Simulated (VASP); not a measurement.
```xyz
2
Lattice="3.7182 0.0000 0.0000 0.0000 3.7182 0.0000 0.0000 0.0000 3.7182" Properties=species:S:1:pos:R:3 pbc="T T T"
Hg     0.0000     0.0000     0.0000
Te     1.8591     1.8591     1.8591
```

Method: PBEsol GGA, VASP's PBE PAW potentials (set 64) (plane waves; VASP). Numerical set-up: 400 eV cut-off, Gaussian smearing of 0.050 eV, potentials Hg Te.

Unless said otherwise, spin-orbit coupling is left out, though it shifts the bands of the heavy elements here.

### Question
Predict the band gap (along the path) with the smallest direct gap where there is one.

### Answer

The band gap (along the path) is none (metal, semimetal or under 0.01 eV).

Total energies compare only between runs with the same potentials, cut-off and functional.

The structure was generated: HgTe was put into the CsCl type type (Pm-3m), which need not be its known phase. It was relaxed first, which changed the volume by +19 %.
